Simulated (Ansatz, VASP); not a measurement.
## TiC: VASP beside Ansatz

One calculation is typed for both programs; each brings its own data sets. How far apart do they land? The structure shown is the end of the Ansatz relaxation below.

Main program and level: Ansatz 0.2.0; plane waves, with VASP 6.6.1 beside it; single point at LDA.

**1. Starting point**

It takes space group I4/mmm (No. 139, tetragonal). The conventional cell has a = 2.892 Å, b = 2.892 Å, c = 4.341 Å, α = 90.00°, β = 90.00°, γ = 90.00°. Nearest to C lie 6 Ti at 2.05 to 2.17 Å. Nearest to Ti lie 6 C at 2.05 to 2.17 Å. Farther neighbours are not listed.

**2. Ansatz: relaxation, LDA**

Ansatz runs on its PAW soft_1 files.

This run makes the geometry at which the two programs are then compared.

input.yaml

```yaml
crystal:
  lattice:
    - [0.0, 2.0451968444, 2.160239456]
    - [2.0451968444, 0.0, 2.160239456]
    - [2.0451968444, 2.0451968444, 0.0]
  atoms:
    - { symbol: C, position: [0.5, 0.5, 0.5] }
    - { symbol: Ti, position: [0.0, 0.0, 0.0] }
  conventional_axes: [[-1, 1, 1], [1, -1, 1], [1, 1, -1]]
kpoints:
  mp_grid: { grid: [16, 16, 16] }
hamiltonian:
  xc: lda
  pseudopotentials: { kind: paw, azcp: { folder: soft_1 }, xc_functional: pbe }
scf:
  occupations: { method: methfessel_paxton, width: 0.2 }
output:
  forces: true
  stress: true
  eigenvalues: true
relax:
  adjacent_minimum: "off"
  f_tol: 0.001
  max_steps: 60
  cell: { stress_tol: 0.01, fix: [a, b, gamma] }
```

Command:

```
ansatz run input.yaml --threads 4 --pin off --max-ram 10240MiB --backend cpu --events-out ev --progress --plain --runs-dir out
```

Numbers of over 12 decimals in the logs are rounded to 6 here.

The program printed:

```text
Engine: ansatz 0.2.0, aarch64-unknown-linux-gnu
Pseudopotentials: kind: paw
Pseudopotential: C, paw, valence charge 4, recommended cutoff 420 eV (normal), soft_1/C.paw.azcp
Pseudopotential: Ti, paw, valence charge 12, recommended cutoff 420 eV (normal), soft_1/Ti.paw.azcp
Functional definition: SPW92
  exchange = slater_x
  correlation = pw_c
Crystal: 2 atoms, lattice volume = 18.072 Å³
Basis set: ecut = 420 eV, 347 PW (Γ)
Bands: 12, of which v1, the nominal top of the filled ones, is band 8 counted from 1 (7 counted from 0)
Symmetry: 16 space group operations
Space group: I4/mmm (ITA 139), of the structure as read, at distance tolerance 2.6e-5 Å
k-points: 349 of 4096
Non-local potential: C, projectors of the file, l = 0: 2, l = 1: 2, l = 2: 1
Non-local potential: Ti, projectors of the file, l = 0: 3, l = 1: 2, l = 2: 3, l = 3: 1
PAW form: soft (Blöchl's): semilocal exchange-correlation on the pseudo side does not see the compensation charge
PAW frozen core: C, regenerated for the run's functional, and the local potential with it (the file was generated under x = pbe(κ = 0.804, μ = 0.219515), c = pbe(β = 0.066725))
PAW frozen core: Ti, regenerated for the run's functional, and the local potential with it (the file was generated under x = pbe(κ = 0.804, μ = 0.219515), c = pbe(β = 0.066725))
PAW one-centre angular grid: C, 110 points (default); XC on 64 Gauss nodes
PAW one-centre angular grid: Ti, 590 points (default); XC on 64 Gauss nodes
Initial density: superposition of atomic densities (chi_scale 0.1, normalization cell, long waves kept (reshape's long-wave potential 0.00 eV rms))
Initial wavefunctions: pseudopotential atomic-orbital guess
Functional: x = slater, c = lda
SCF iter   1: F=—  HF=-2696.152975 eV  |F-HF|=—  |Δ(HF+E_count)|=         —  Δρ=1.53e-1  dr2=5.17e0  ethr=3.10e-3  ⟨swp⟩=4.4  Hψ=20748  notcnv=0
preconditioner: auto → none  [metal: Δε(μ)=0.050 eV  Ē_g=20.715 eV  σ=0.200 eV  W_gap=0.21  n_scr=8 (ndim 8)  ℏωp=32.7 eV  f_vac=0.000  D(μ)=0.16/eV (n_scr^D=0)  sad-step TF]
SCF iter   2: F=—  HF=-2695.587636 eV  |F-HF|=—  |Δ(HF+E_count)|=   5.65e-1  S|Δr|=    0.00e0  Δρ=1.06e-1  dr2=2.55e0  ethr=3.10e-3  ⟨swp⟩=2.0  Hψ=8032  notcnv=0
SCF iter   3: F=—  HF=-2695.044319 eV  |F-HF|=—  |Δ(HF+E_count)|=   5.43e-1  S|Δr|=    0.00e0  Δρ=1.11e-2  dr2=1.33e-2  ethr=3.10e-3  ⟨swp⟩=2.7  Hψ=8433  notcnv=0
SCF iter   4: F=—  HF=-2695.038910 eV  |F-HF|=—  |Δ(HF+E_count)|=   5.41e-3  S|Δr|=    0.00e0  Δρ=1.55e-3  dr2=1.09e-4  ethr=8.33e-5  ⟨swp⟩=2.3  Hψ=10181  notcnv=0
SCF iter   5: F=—  HF=-2695.039135 eV  |F-HF|=—  |Δ(HF+E_count)|=   2.25e-4  S|Δr|=    0.00e0  Δρ=3.09e-4  dr2=1.06e-5  ethr=6.83e-7  ⟨swp⟩=2.6  Hψ=5589  notcnv=0
SCF iter   6: F=—  HF=-2695.039133 eV  |F-HF|=—  |Δ(HF+E_count)|=   1.88e-6  S|Δr|=    0.00e0  Δρ=1.76e-5  dr2=3.35e-8  ethr=6.25e-10  ⟨swp⟩=3.4  Hψ=18280  notcnv=0
SCF iter   7: F=-2695.039133 eV  HF=-2695.039133 eV  |F-HF|=3.55e-10  |Δ(HF+E_count)|=   5.84e-9  S|Δr|=    0.00e0  Δρ=3.06e-6  dr2=9.09e-10  ethr=2.09e-10  ⟨swp⟩=2.0  Hψ=13487  notcnv=0
the search or the solves at the SCF's close seem to have found levels that the self-consistency loop had missed (the run counts 2). By its estimate they hold under 1e-12 electrons; where the run keeps them, the occupations were computed again with them
SCF 1 converged in 7 iterations: F = -2695.039133 eV  dr2 = 9.09e-10
  greatest PAW one-centre occupation: 0.998 electrons in one spin orbital (limit 2), on the Ti atom at site 1 (counted from 0), in its partial waves of l = 0
relax step   1: F+E_penalty+E_count = -2695.03913288 eV  Δ(F+E_penalty+E_count) = +0.000e0 eV  max|allowed force component| = 9.466e-30 eV/Å  Δτ_max = 0.0000 Å  P = +23.643 GPa  Ω = 18.072 Å³  fix = [a, b, gamma]  reactions: a +34.093, b +34.093 GPa  (7 SCF iters, dr2 threshold 1.00e-7 eV, accepted)
[...]
relax step   3: F+E_penalty+E_count = -2695.03972581 eV  Δ(F+E_penalty+E_count) = -6.620e-5 eV  max|allowed force component| = 3.148e-29 eV/Å  Δτ_max = 0.0000 Å  P = +22.218 GPa  Ω = 18.158 Å³  energy of the carried Pulay correction = -1.431e-4 eV  fix = [a, b, gamma]  reactions: a +33.313, b +33.313 GPa  (3 SCF iters, dr2 threshold 2.00e-7 eV, accepted)
[...]
relax step   4: F+E_penalty+E_count = -2695.03972436 eV  Δ(F+E_penalty+E_count) = +1.450e-6 eV  max|allowed force component| = 2.367e-30 eV/Å  Δτ_max = 0.0000 Å  P = +22.203 GPa  Ω = 18.158 Å³  energy of the carried Pulay correction = -1.447e-4 eV  fix = [a, b, gamma]  reactions: a +33.303, b +33.303 GPa  (3 SCF iters, dr2 threshold 2.22e-9 eV, accepted)
[...]
relax step   5: F+E_penalty+E_count = -2695.03987350 eV  Δ(F+E_penalty+E_count) = -1.491e-4 eV  max|allowed force component| = 1.972e-30 eV/Å  Δτ_max = 0.0000 Å  P = +22.212 GPa  Ω = 18.158 Å³  fix = [a, b, gamma]  reactions: a +33.308, b +33.308 GPa  stress off target by 2.12e-2 GPa on what of the cell is left free  SCF on the basis re-selected at this cell (its energy is not comparable with the rows above)  (4 SCF iters)
[...]
relax step   6: F+E_penalty+E_count = -2695.03987240 eV  Δ(F+E_penalty+E_count) = +1.098e-6 eV  max|allowed force component| = 6.409e-31 eV/Å  Δτ_max = 0.0000 Å  P = +22.201 GPa  Ω = 18.159 Å³  energy of the carried Pulay correction = -1.144e-6 eV  fix = [a, b, gamma]  reactions: a +33.302, b +33.302 GPa  (3 SCF iters, dr2 threshold 1.12e-9 eV, accepted)
[...]
relax step   7: F+E_penalty+E_count = -2695.03987336 eV  Δ(F+E_penalty+E_count) = -9.593e-7 eV  max|allowed force component| = 1.405e-30 eV/Å  Δτ_max = 0.0000 Å  P = +22.201 GPa  Ω = 18.159 Å³  fix = [a, b, gamma]  reactions: a +33.302, b +33.302 GPa  stress off target by 2.80e-4 GPa on what of the cell is left free  SCF on the basis re-selected at this cell (its energy is not comparable with the rows above)  (3 SCF iters)
basis re-selected at this cell: Δ(F+E_penalty+E_count) = -9.593e-7 eV, ΔP = +0.000 GPa vs the last step (what re-selecting the basis moved, of the pressure what is left beyond the Pulay correction that the steps carried, after the strain that the cell walked since its last selection, with what the two solves' SCF thresholds leave and, on support functions, any second-order correction that the steps lacked; it is no m [...]
SCF converged after 3 iterations
Stability not checked: this state was not tested for a lower state beside it, because cold or Methfessel-Paxton smearing, or corrected tetrahedra, fill the levels in a way that the test cannot read (fill_not_monotonic; see scf.lower_state_search)
Free energy (F): -2695.039873 eV
Harris-Foulkes:  -2695.039873 eV  (|F-HF|=4.55e-13)
Internal energy: -2695.040079 eV  (E = F + TS)
E sigma→0 (E₀):  -2695.039925 eV
Entropy (-TS):   0.000206 eV (0.103 meV/atom)
Fermi energy:    16.314288 eV
Step filling:    the computed levels leave a gap of 0.0046 eV = 0.0 smearing widths at the electron count; against every level under it full and every level over it empty, smearing changes F+E_penalty+E_count by -0.111 meV and its σ→0 estimate by -0.163 meV
--- Per-component energies (eV) ---
  E_band       = -81.217046
  E_kinetic    = 373.237104
  E_local      = -769.531462  (includes V_loc(G=0)·N_el)
  E_nonlocal   = 89.668513
  E_hartree    = 308.008242
  E_xc         = -165.341957
  E_vxc        = -207.407279  (∫ρ·V_xc dr)
  E_paw        = -1086.268703  (= ΣΔE_a)
  E_vpaw       = -183.200321  (= ΣTr[D̂ρ^β])
  E_aug_tail   = -0.000073  (compensation charges beyond the density's cutoff)
  E_ewald      = -1445.200526
  E_core_change = 0.388783  (= ΣΔE_core)
  E_smearing   = 0.000206  (= −TS)
  E_closure    = 0.000000  (closes the sum)
  Σ components = -2695.039873   (vs F -2695.039873, Δ=0.00e0)
--- Forces (eV/Å), atoms counted from 1 ---
  atom   1  C     -0.00000000    -0.00000000     0.00000000
  atom   2  Ti     0.00000000     0.00000000    -0.00000000
  max |Σ_I F_I| component: 1.92e-30 eV/Å
--- Stress (GPa, compression-positive) ---
       33.301524       0.000000      -0.000000
        0.000000      33.301524      -0.000000
       -0.000000      -0.000000       0.000280
  P = ⅓ Tr σ = 22.2011 GPa (222.011 kbar)
--- Band table (eV; the first three rows and the last of 349) ---
  k-point 0: bands = [... 4 lower, 3.6033, 16.6440, 17.1743, 17.1743, 17.9419, 17.9446, 18.2651, 18.2651]
  k-point 1: bands = [... 4 lower, 3.7068, 16.3971, 16.6425, 16.9938, 17.3470, 17.5318, 18.4506, 19.0928]
  k-point 2: bands = [... 4 lower, 4.0095, 15.5460, 15.7770, 16.1120, 17.4276, 17.5959, 18.8483, 20.2570]
  k-point 348: bands = [... 4 lower, 5.8404, 12.4322, 14.3518, 16.7457, 16.7457, 19.4728, 20.3473, 20.3473]
--- Relaxed structure (5 steps of the walk, 5 accepted, 2 SCFs on fresh bases) ---
  F+E_penalty+E_count = -2695.03987336 eV   max|allowed force component| = 1.405e-30 eV/Å   (the final SCF, on the basis selected at the relaxed cell)
  cell:  # Å, volume = 18.1592 Å³
    - [0.0, 2.0451968444, 2.170678]
    - [2.0451968444, 0, 2.170678]
    - [2.0451968444, 2.0451968444, 0]
  atoms:
    - { symbol: C, position: [0.5, 0.5, 0.5] }
    - { symbol: Ti, position: [0, 0, 0] }
```

In the SCF lines HF is the Harris–Foulkes energy and dr2 the Hartree energy of the density residual, in eV; the loop may stop once dr2 is under the threshold and the program's other checks hold. Hψ counts applications of the Hamiltonian.

**3. VASP: single point, LDA, pair 1**

The same cell, functional (in two slightly different forms), mesh and smearing now go to VASP, with its own data sets.

Lines of VASP's logs that name or quote its potential files are left out, and so is its time.

INCAR

```
SYSTEM = TiC
PREC = Accurate
ENCUT = 600
EDIFF = 1E-06
NELM = 120
ISMEAR = 1
SIGMA = 0.2
LREAL = .FALSE.
ALGO = Normal
GGA = PW92
NBANDS = 14
LASPH = .TRUE.
LORBIT = 11
LWAVE = .FALSE.
LCHARG = .FALSE.
ISIF = 2
GGA_COMPAT = .FALSE.
KPAR = 2
```

POSCAR

```
TiC
1.0
    0.0000000000      2.0451968444      2.1706782150
    2.0451968444      0.0000000000      2.1706782150
    2.0451968444      2.0451968444      0.0000000000
C Ti
1 1
Direct
    0.5000000000      0.5000000000      0.5000000000
    0.0000000000      0.0000000000      0.0000000000
```

KPOINTS

```
Automatic mesh
0
Gamma
16 16 16
0 0 0
```

Potentials, in the order of the species: C and Ti_sv (LDA family, release 64).

Command:

```
mpirun -np 2 vasp_std
```

The program printed:

```text
[banner, memory and clock lines left out]
running    2 mpi-ranks, on    1 nodes
 distrk:  each k-point on    1 cores,    2 groups
 distr:  one band on    1 cores,    1 groups

 POSCAR found type information on POSCAR C Ti
 POSCAR found :  2 types and       2 ions
|                                                                             |
|               ----> ADVICE to this user running VASP <----                  |
|                                                                             |
|     You enforced a specific xc type in the INCAR file but a different       |
|     [... a line on the potential file left out ...]
|     I HOPE YOU KNOW WHAT YOU ARE DOING!                                     |
|                                                                             |

 LDA part: xc-table for (Slater(with rela. corr.)+PW92), standard interpolation
 POSCAR, INCAR and KPOINTS ok, starting setup
 FFT: planning ... GRIDC
 FFT: planning ... GRID_SOFT
 FFT: planning ... GRID
 WAVECAR not read
 entering main loop
       N       E                     dE             d eps       ncg     rms          rms(c)
DAV:   1     0.127138780881E+03    0.12714E+03   -0.89507E+03  9786   0.154E+03
DAV:   2    -0.171838910439E+02   -0.14432E+03   -0.13596E+03 10264   0.374E+02
DAV:   3    -0.253004637488E+02   -0.81166E+01   -0.79237E+01 12754   0.858E+01
DAV:   4    -0.256380576233E+02   -0.33759E+00   -0.33727E+00 12442   0.158E+01
DAV:   5    -0.256461142297E+02   -0.80566E-02   -0.80562E-02 12882   0.205E+00    0.207E+01
DAV:   6    -0.208538579349E+02    0.47923E+01   -0.12243E+01 13962   0.610E+01    0.662E+00
DAV:   7    -0.204082300531E+02    0.44563E+00   -0.19377E+00 11734   0.212E+01    0.599E+00
DAV:   8    -0.203848700704E+02    0.23360E-01   -0.12123E-01 11104   0.431E+00    0.285E+00
DAV:   9    -0.203882703322E+02   -0.34003E-02   -0.62410E-02 12746   0.238E+00    0.712E-01
DAV:  10    -0.203874878493E+02    0.78248E-03   -0.78723E-03 12838   0.120E+00    0.512E-01
DAV:  11    -0.203867779734E+02    0.70988E-03   -0.24044E-03 10774   0.703E-01    0.580E-02
DAV:  12    -0.203867508927E+02    0.27081E-04   -0.20971E-04 10936   0.220E-01    0.103E-02
DAV:  13    -0.203867447593E+02    0.61334E-05   -0.19105E-05 12708   0.594E-02    0.747E-03
DAV:  14    -0.203867444798E+02    0.27955E-06   -0.56333E-07  6794   0.996E-03
   1 F= -.20386744E+02 E0= -.20386816E+02  d E =0.214926E-03
```

OUTCAR, selected parts (step 3):

```text
ion  position               nearest neighbor table
   1  0.500  0.500  0.500-   2 2.05   2 2.05   2 2.05   2 2.05   2 2.17   2 2.17
   2  0.000  0.000  0.000-   1 2.05   1 2.05   1 2.05   1 2.05   1 2.17   1 2.17

  LATTYP: Found a body centered tetragonal cell.
 ALAT       =     2.8923451151
 C/A-ratio  =     1.5009814726

 Subroutine GETGRP returns: Found 16 space group operations
 (whereof 16 operations were pure point group operations)

The static configuration has the point symmetry D_4h.

 Found    349 irreducible k-points:

   k-points           NKPTS =    349   k-points in BZ     NKDIM =    349   number of bands    NBANDS=     14

   dimension x,y,z NGX =    24 NGY =   24 NGZ =   24
   dimension x,y,z NGXF=    48 NGYF=   48 NGZF=   48

   ENCUT  =  600.0 eV  44.10 Ry    6.64 a.u.   5.96  5.96  5.78*2*pi/ulx,y,z

   NELECT =      16.0000    total number of electrons

 k-points in reciprocal lattice and weights: Automatic mesh
   0.00000000  0.00000000  0.00000000       0.000
   0.06250000  0.00000000  0.00000000       0.002
   0.12500000  0.00000000  0.00000000       0.002
   0.18750000  0.00000000  0.00000000       0.002
   0.25000000  0.00000000  0.00000000       0.002
   0.31250000  0.00000000  0.00000000       0.002
   0.37500000  0.00000000  0.00000000       0.002
   0.43750000  0.00000000  0.00000000       0.002
   0.50000000  0.00000000  0.00000000       0.001
[...]
-0.31250000  0.18750000  0.50000000       0.001
  -0.25000000  0.25000000  0.50000000       0.000

 average (electrostatic) potential at core
       1 -47.3369       2 -69.4023

 E-fermi :  10.6155

 k-point     1 :       0.0000    0.0000    0.0000
  band No.  band energies     occupation
      1     -44.9444      2.00000
      2     -21.3159      2.00000
      3     -21.2508      2.00000
      4     -21.2508      2.00000
      5      -2.0910      2.00000
      6      10.9423     -0.04298
      7      11.4684     -0.00000
      8      11.4684     -0.00000
      9      12.2278     -0.00000
     10      12.2402     -0.00000
    ...

 k-point     2 :       0.0625    0.0000    0.0000
  band No.  band energies     occupation
      1     -44.9395      2.00000
      2     -21.3296      2.00000
      3     -21.2724      2.00000
      4     -21.2521      2.00000
      5      -1.9873      2.00000
      6      10.6960      0.37558
      7      10.9382     -0.04489
      8      11.2891     -0.00002
      9      11.6390     -0.00000
     10      11.8249     -0.00000
    ...

 k-point     3 :       0.1250    0.0000    0.0000
  band No.  band energies     occupation
    ...
      4     -21.2560      2.00000
      5      -1.6841      2.00000
      6       9.8462      2.00000
      7      10.0751      2.00090
      8      10.4100      2.05544
      9      11.7205     -0.00000
     10      11.8884     -0.00000
     11      13.1402     -0.00000
     12      14.5457     -0.00000
     13      15.1388      0.00000
    ...

  Total        3.8033321      3.8033321      0.0192690      0.0000000      0.0000000      0.0000000
  in kB      335.5669338    335.5669338      1.7001000      0.0000000      0.0000000      0.0000000
  external PRESSURE =     224.2779892 kB  Pullay stress =       0.0000000 kB

  energy-cutoff  :      600.00
  volume of cell :       18.16
      direct lattice vectors                 reciprocal lattice vectors
     0.000000000  2.045196844  2.170678215    -0.244475245  0.244475245  0.230342755
     2.045196844  0.000000000  2.170678215     0.244475245 -0.244475245  0.230342755
     2.045196844  2.045196844  0.000000000     0.244475245  0.244475245 -0.230342755

 POSITION                                       TOTAL-FORCE (eV/Angst)
 -----------------------------------------------------------------------------------
      2.04520      2.04520      2.17068        -0.000000      0.000000      0.000000
      0.00000      0.00000      0.00000         0.000000     -0.000000      0.000000
 -----------------------------------------------------------------------------------
    total drift:                                0.000000     -0.000000     -0.000000

  FREE ENERGIE OF THE ION-ELECTRON SYSTEM (eV)
  ---------------------------------------------------
  free  energy   TOTEN  =       -20.3867444798 eV

  energy  without entropy=      -20.3869594055  energy(sigma->0) =      -20.38681612

 total charge
# of ion       s       p       d       tot
------------------------------------------
    1        0.903   1.570   0.000   2.474
    2        2.230   6.317   2.145  10.692
--------------------------------------------------
tot          3.133   7.888   2.145  13.166

[... 3 further parts left out ...]
```

The run ends at a pressure of 22.43 GPa.

**4. Differences**

Known differences besides the potentials themselves: the cutoff is 420 eV in Ansatz and 600 eV in VASP; VASP's log shows a relativistic correction to its local exchange, Ansatz's none; Ansatz's pressure holds a Pulay correction, VASP's none. Total energies have different zeros and are not compared.

Both answers:

| quantity | Ansatz | VASP | difference |
| --- | --- | --- | --- |
| pressure (GPa) | 22.20 | 22.43 | -0.23 |

**5. Ansatz: relaxation, LDA**

This run makes the geometry at which the two programs are then compared. The cell compared in this pair holds 18.45 Å³, against 18.16 Å³ for the pair before.

The structure compared here is the end of the Ansatz relaxation.

input.yaml: that of step 2 with these lines changed.

```diff
@@ -2,5 +2,5 @@
   lattice:
-    - [0.0, 2.0451968444, 2.160239456]
-    - [2.0451968444, 0.0, 2.160239456]
-    - [2.0451968444, 2.0451968444, 0.0]
+    - [0.0, 2.0665009782, 2.1500567813]
+    - [2.0665009782, 0.0, 2.1500567813]
+    - [2.0665009782, 2.0665009782, 0.0]
   atoms:
```

Command:

```
ansatz run input.yaml --threads 4 --pin off --max-ram 10240MiB --backend cpu --events-out ev --progress --plain --runs-dir out
```

The program printed:

```text
[...]
Crystal: 2 atoms, lattice volume = 18.363 Å³
Basis set: ecut = 420 eV, 347 PW (Γ)
Bands: 12, of which v1, the nominal top of the filled ones, is band 8 counted from 1 (7 counted from 0)
Symmetry: 16 space group operations
[...]
k-points: 349 of 4096
[...]
k-point 348: bands = [... 4 lower, 5.6331, 12.2562, 14.0941, 16.3443, 16.3443, 19.1123, 19.9747, 19.9747]
--- Relaxed structure (5 steps of the walk, 5 accepted, 2 SCFs on fresh bases) ---
[...]
cell:  # Å, volume = 18.4503 Å³
    - [0.0, 2.0665009782, 2.160239]
    - [2.0665009782, 0, 2.160239]
    - [2.0665009782, 2.0665009782, 0]
  atoms:
    - { symbol: C, position: [0.5, 0.5, 0.5] }
    - { symbol: Ti, position: [0, 0, 0] }
[key lines of the parts left out:]
SCF converged after 3 iterations
Free energy (F): -2695.106931 eV
Fermi energy:    16.013274 eV
P = ⅓ Tr σ = 15.6873 GPa (156.873 kbar)
```

[end of part 1 of 2]

[Lines on the potential files, build, host, timing and source positions are cut from VASP's logs without a mark.]

[Logs are printed without paths, hosts, clocks, repeated set-up lines and the standing remarks that a program may print on its own settings, such as how far it seeks lower states.]

[Hosts, paths, dates, database ids (printed as entryN), source tags and the programs' standing remarks are cut or masked in the printed files.]
